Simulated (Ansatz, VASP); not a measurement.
# Cross-check of CoO between VASP and Ansatz, part 2 of 2

Aim: how closely do two programs agree when they are given the same cell, functional and k mesh?

VASP 6.6.1 and Ansatz 0.2.0.

So far: The structure; Ansatz: relaxation of cell and atoms, PBE.

### Step 3. VASP: relaxation of cell and atoms, PBE

Level of this step: PBE, spin-polarised from a ferromagnetic start (one magnetic atom a cell); plane waves and PAW (Co, O) (VASP).

The same cell, functional, mesh and smearing now go to VASP, with its own data sets and cutoff.

Lines of VASP's logs that name or quote its potential files are left out, and so is its time.

Contents of INCAR:

```
SYSTEM = CoO
PREC = Accurate
ENCUT = 560
EDIFF = 1E-06
NELM = 100
ISMEAR = -1
SIGMA = 0.05
LREAL = .FALSE.
ALGO = Normal
GGA = PE
NBANDS = 14
ISPIN = 2
MAGMOM = 2 0
LMAXMIX = 4
LORBIT = 11
LWAVE = .FALSE.
LCHARG = .FALSE.
KPAR = 2
IBRION = 2
NSW = 60
ISIF = 3
EDIFFG = -0.01
```

Contents of POSCAR:

```
CoO
1.0
    0.0000000000      2.1315000000      2.1315000000
    2.1315000000      0.0000000000      2.1315000000
    2.1315000000      2.1315000000      0.0000000000
Co O
1 1
Direct
    0.0000000000      0.0000000000      0.0000000000
    0.5000000000      0.5000000000      0.5000000000
```

Contents of KPOINTS:

```
Automatic mesh
0
Gamma
9 9 9
0 0 0
```

The projector-augmented-wave data sets are Co and O (PBE family, release 64).

The run is started by

```sh
$ mpirun -np 2 vasp_std
```

Numbers of over 12 decimals in the logs are rounded to 6 here.

Output:

```text
[banner, memory and clock lines left out]
running    2 mpi-ranks, on    1 nodes
 distrk:  each k-point on    1 cores,    2 groups
 distr:  one band on    1 cores,    1 groups

 POSCAR found type information on POSCAR CoO
 POSCAR found :  2 types and       2 ions
 LDA part: xc-table for (Slater+PW92), standard interpolation
 POSCAR, INCAR and KPOINTS ok, starting setup
 FFT: planning ... GRIDC
 FFT: planning ... GRID_SOFT
 FFT: planning ... GRID
 WAVECAR not read
 entering main loop
       N       E                     dE             d eps       ncg     rms          rms(c)
DAV:   1     0.856393862453E+02    0.85639E+02   -0.73372E+03  1968   0.130E+03
DAV:   2    -0.996711202641E+01   -0.95606E+02   -0.83455E+02  2170   0.264E+02
DAV:   3    -0.153913153942E+02   -0.54242E+01   -0.52440E+01  2218   0.709E+01
DAV:   4    -0.154589822380E+02   -0.67667E-01   -0.67638E-01  2242   0.768E+00
DAV:   5    -0.154608766637E+02   -0.18944E-02   -0.18944E-02  2330   0.131E+00    0.166E+01
DAV:   6    -0.142982181746E+02    0.11627E+01   -0.21139E+01  2262   0.775E+01    0.201E+01
DAV:   7    -0.131080052250E+02    0.11902E+01   -0.84423E+00  2144   0.614E+01    0.808E+00
DAV:   8    -0.130333731640E+02    0.74632E-01   -0.52708E-01  2552   0.122E+01    0.439E+00
DAV:   9    -0.130319291774E+02    0.14440E-02   -0.43379E-01  2758   0.128E+01    0.314E+00
DAV:  10    -0.130100054301E+02    0.21924E-01   -0.12380E-01  2728   0.776E+00    0.734E-01
DAV:  11    -0.130075768376E+02    0.24286E-02   -0.39905E-02  2750   0.331E+00    0.432E-01
DAV:  12    -0.130072313902E+02    0.34545E-03   -0.36859E-03  2760   0.102E+00    0.928E-02
DAV:  13    -0.130072216803E+02    0.97099E-05   -0.28860E-04  2244   0.173E-01    0.777E-02
DAV:  14    -0.130072035813E+02    0.18099E-04   -0.20535E-05  2606   0.502E-02    0.284E-02
DAV:  15    -0.130072046345E+02   -0.10532E-05   -0.33372E-06  2288   0.353E-02    0.177E-02
DAV:  16    -0.130072042581E+02    0.37640E-06   -0.61655E-06  2120   0.470E-02
   1 F= -.13007204E+02 E0= -.12990512E+02  d E =-.130072E+02  mag=     2.9425
 curvature:   0.00 expect dE= 0.000E+00 dE for cont linesearch  0.000E+00
 trial: gam= 0.00000 g(F)=  0.144E-59 g(S)=  0.554E-02 ort = 0.000E+00 (trialstep = 0.100E+01)
 search vector abs. value=  0.554E-02
 bond charge predicted
       N       E                     dE             d eps       ncg     rms          rms(c)
DAV:   1    -0.130517760942E+02   -0.44571E-01   -0.71687E-01  2110   0.133E+01    0.159E+00
DAV:   2    -0.130121736829E+02    0.39602E-01   -0.86444E-02  2284   0.515E+00    0.834E-01
DAV:   3    -0.130101136312E+02    0.20601E-02   -0.94517E-03  2510   0.170E+00    0.691E-01
DAV:   4    -0.130093773388E+02    0.73629E-03   -0.19045E-03  2782   0.996E-01    0.194E-01
DAV:   5    -0.130089613642E+02    0.41597E-03   -0.64110E-04  2558   0.287E-01    0.726E-02
DAV:   6    -0.130089593864E+02    0.19778E-05   -0.65714E-05  2550   0.137E-01    0.254E-02
DAV:   7    -0.130089553655E+02    0.40209E-05   -0.46562E-06  2214   0.332E-02    0.168E-02
DAV:   8    -0.130089564047E+02   -0.10392E-05   -0.36072E-06  1318   0.289E-02    0.193E-02
DAV:   9    -0.130089553047E+02    0.11000E-05   -0.22975E-06  1112   0.322E-02    0.244E-03
DAV:  10    -0.130089552703E+02    0.34407E-07   -0.41186E-07  1022   0.644E-03
   2 F= -.13008955E+02 E0= -.12992202E+02  d E =-.175101E-02  mag=     2.8865
 trial-energy change:   -0.001751  1 .order   -0.001741   -0.005542    0.002060
 step:   0.7306(harm=  0.7290)  dis= 0.00000  next Energy=   -13.009233 (dE=-0.203E-02)
 bond charge predicted
       N       E                     dE             d eps       ncg     rms          rms(c)
DAV:   1    -0.130123464241E+02   -0.33911E-02   -0.52505E-02  2104   0.361E+00    0.430E-01
DAV:   2    -0.130094810188E+02    0.28654E-02   -0.62782E-03  2278   0.139E+00    0.224E-01
DAV:   3    -0.130093276593E+02    0.15336E-03   -0.73551E-04  2476   0.485E-01    0.188E-01
DAV:   4    -0.130092752108E+02    0.52449E-04   -0.15185E-04  2780   0.281E-01    0.505E-02
DAV:   5    -0.130092448029E+02    0.30408E-04   -0.46313E-05  2526   0.768E-02    0.194E-02
DAV:   6    -0.130092442345E+02    0.56837E-06   -0.43742E-06  2128   0.345E-02
   3 F= -.13009244E+02 E0= -.12992475E+02  d E =-.203998E-02  mag=     2.9039
 curvature:  -0.36 expect dE=-0.154E-05 dE for cont linesearch -0.154E-05
 trial: gam= 0.00000 g(F)=  0.143E-59 g(S)=  0.423E-05 ort =-0.153E-03 (trialstep = 0.946E+00)
 search vector abs. value=  0.423E-05
 reached required accuracy - stopping structural energy minimisation
```

OUTCAR, selected parts (step 3):

```text
ion  position               nearest neighbor table
   1  0.000  0.000  0.000-   2 2.13   2 2.13   2 2.13   2 2.13   2 2.13   2 2.13
   2  0.500  0.500  0.500-   1 2.13   1 2.13   1 2.13   1 2.13   1 2.13   1 2.13

  LATTYP: Found a face centered cubic cell.
 ALAT       =     4.2630000000

 Subroutine GETGRP returns: Found 48 space group operations
 (whereof 48 operations were pure point group operations)

The static configuration has the point symmetry O_h .

 Found     35 irreducible k-points:

   k-points           NKPTS =     35   k-points in BZ     NKDIM =     35   number of bands    NBANDS=     14

   dimension x,y,z NGX =    24 NGY =   24 NGZ =   24
   dimension x,y,z NGXF=    48 NGYF=   48 NGZF=   48

   ENCUT  =  560.0 eV  41.16 Ry    6.42 a.u.   5.82  5.82  5.82*2*pi/ulx,y,z

   NELECT =      15.0000    total number of electrons

 k-points in reciprocal lattice and weights: Automatic mesh
   0.00000000  0.00000000  0.00000000       0.001
   0.11111111  0.00000000  0.00000000       0.011
   0.22222222  0.00000000  0.00000000       0.011
   0.33333333  0.00000000  0.00000000       0.011
   0.44444444  0.00000000  0.00000000       0.011
   0.11111111  0.11111111  0.00000000       0.008
   0.22222222  0.11111111  0.00000000       0.033
   0.33333333  0.11111111  0.00000000       0.033
   0.44444444  0.11111111  0.00000000       0.033
[...]
-0.33333333  0.44444444  0.11111111       0.033
  -0.33333333  0.44444444  0.22222222       0.033

 average (electrostatic) potential at core
       1 -80.9700       2 -67.9588

 E-fermi :   8.1536

 spin component 1
 k-point     1 :       0.0000    0.0000    0.0000
  band No.  band energies     occupation
    ...
      5       4.8947      1.00000
      6       4.8947      1.00000
      7       4.9608      1.00000
      8       4.9608      1.00000
      9       4.9608      1.00000
     10       9.1463      0.00000
     11      24.9891      0.00000
     12      26.3059      0.00000
     13      26.3059      0.00000
     14      26.3059      0.00000

 k-point     2 :       0.1111    0.0000    0.0000
  band No.  band energies     occupation
    ...
      5       5.0331      1.00000
      6       5.0331      1.00000
      7       5.3588      1.00000
      8       5.9563      1.00000
      9       5.9563      1.00000
     10       9.9633      0.00000
     11      22.8629      0.00000
     12      25.8430      0.00000
     13      25.8430      0.00000
     14      27.1997      0.00000

 k-point     3 :       0.2222    0.0000    0.0000
  band No.  band energies     occupation
    ...
      5       5.2484      1.00000
      6       5.2484      1.00000
      7       5.6263      1.00000
      8       6.9504      1.00000
      9       6.9504      1.00000
     10      11.4739      0.00000
     11      20.2714      0.00000
     12      24.2809      0.00000
     13      24.2809      0.00000
     14      27.6388      0.00000

 k-point     4 :       0.3333    0.0000    0.0000
  band No.  band energies     occupation
    ...
      5       5.5039      1.00000
      6       5.5039      1.00000
      7       5.9471      1.00000
      8       7.7374      0.99976
      9       7.7374      0.99976
     10      12.6941      0.00000
     11      18.3870      0.00000
     12      22.6742      0.00000
     13      22.6742      0.00000
     14      28.0960      0.00000

 k-point     5 :       0.4444    0.0000    0.0000
  band No.  band energies     occupation
    ...
      3       2.0685      1.00000
      4       2.0685      1.00000
      5       5.6771      1.00000
      6       5.6771      1.00000
      7       6.2109      1.00000
      8       8.1823      0.35992
      9       8.1823      0.35992
     10      13.1551      0.00000
     11      17.6007      0.00000
     12      21.7374      0.00000
    ...

 k-point     6 :       0.1111    0.1111    0.0000
  band No.  band energies     occupation
    ...
      5       4.8561      1.00000
      6       4.9107      1.00000
      7       5.6240      1.00000
      8       5.6240      1.00000
      9       5.9947      1.00000
     10      10.2937      0.00000
     11      23.0357      0.00000
     12      25.1904      0.00000
     13      25.1904      0.00000
     14      26.1184      0.00000

  Total        0.0076484      0.0076484      0.0076484      0.0000000      0.0000000      0.0000000
  in kB        0.6420438      0.6420438      0.6420438      0.0000000      0.0000000      0.0000000
  external PRESSURE =       0.6420438 kB  Pullay stress =       0.0000000 kB

  energy-cutoff  :      560.00
  volume of cell :       19.09
      direct lattice vectors                 reciprocal lattice vectors
     0.000000000  2.121105069  2.121105069    -0.235726182  0.235726182  0.235726182
     2.121105069  0.000000000  2.121105069     0.235726182 -0.235726182  0.235726182
     2.121105069  2.121105069  0.000000000     0.235726182  0.235726182 -0.235726182

 POSITION                                       TOTAL-FORCE (eV/Angst)
 -----------------------------------------------------------------------------------
      0.00000      0.00000      0.00000        -0.000000     -0.000000     -0.000000
      2.12111      2.12111      2.12111         0.000000      0.000000      0.000000
 -----------------------------------------------------------------------------------
    total drift:                                0.000000     -0.000000     -0.000000

  FREE ENERGIE OF THE ION-ELECTRON SYSTEM (eV)
  ---------------------------------------------------
  free  energy   TOTEN  =       -13.0092442345 eV

  energy  without entropy=      -12.9757067255  energy(sigma->0) =      -12.99247548

 reached required accuracy - stopping structural energy minimisation

 total charge
# of ion       s       p       d       tot
------------------------------------------
    1        0.297   0.364   7.156   7.816
    2        1.554   3.428   0.000   4.982
--------------------------------------------------
tot          1.851   3.792   7.156  12.798

 magnetization (x)
# of ion       s       p       d       tot
------------------------------------------
    1        0.020   0.018   2.510   2.548
    2        0.029   0.277   0.000   0.306
--------------------------------------------------
tot          0.049   0.295   2.510   2.855

[... 6 further parts left out ...]
```

The cell holds one magnetic atom, so no antiferromagnetic order fits into it. Experiment finds antiferromagnetic order in this phase (below 291 K, arxiv:2004.06613), so this ferromagnetic run describes another state. The k-mesh is coarse for a metal. LASPH is off, so gradient terms of the non-spherical density inside the spheres are left out; for open d or f shells this can shift gaps and moments. Oxides and halides of Co are often magnetic insulators, and a metal at this level, without U or exact exchange, may be an artefact. The run keeps the 48 symmetry operations of its start, so it cannot find a distortion of lower symmetry.

### Step 4. Comparison

Known differences besides the potentials themselves: both relaxations stop at a tolerance, which leaves soft axes loose, and VASP keeps its plane-wave basis; the data sets hold 23 valence electrons in Ansatz (default PAW (the set named soft_2) files) and 15 in VASP; the cutoff is 420 eV in Ansatz and 560 eV in VASP; VASP leaves aspherical gradient terms in its spheres out (LASPH is not set), Ansatz keeps them; Ansatz adds a Pulay correction to the stress that steers its cell, VASP none; site moments are counted in spheres of each program's own size. Total energies have different zeros and are not compared.

Both answers:

```
                                         quantity  Ansatz   VASP  difference
                                      volume (Å³)   19.13  19.09     +0.21 %
edge a after relaxation, in the typed setting (Å)   3.002  3.000     +0.07 %
                                total moment (μB)    2.88   2.90       -0.03
                               moment on Co1 (μB)    2.46   2.55       -0.09
                                moment on O2 (μB)    0.30   0.31        0.00
```

The walks stopped with 0.00 GPa left in Ansatz and 0.06 GPa in VASP; each walk ends within a tolerance, so the volume difference is uncertain by about these residues over the bulk modulus, most in soft cells.

### Step 5. What came out

- difference in volume (relaxation of cell and atoms, PBE): 0.21 %

The difference in volume is 0.21 % (relaxation of cell and atoms, PBE), within the 1.2 % picked in this series as the mark of a large difference, as far as the stopping tolerances let one tell. How closely two codes agree says nothing of how well the functional describes the real material.

[Lines on the potential files, build, host, timing and source positions are cut from VASP's logs without a mark.]

[Logs are printed without paths, hosts, clocks, repeated set-up lines and the standing remarks that a program may print on its own settings, such as how far it seeks lower states.]

[Hosts, paths, dates, database ids (printed as entryN), source tags and the programs' standing remarks are cut or masked in the printed files.]
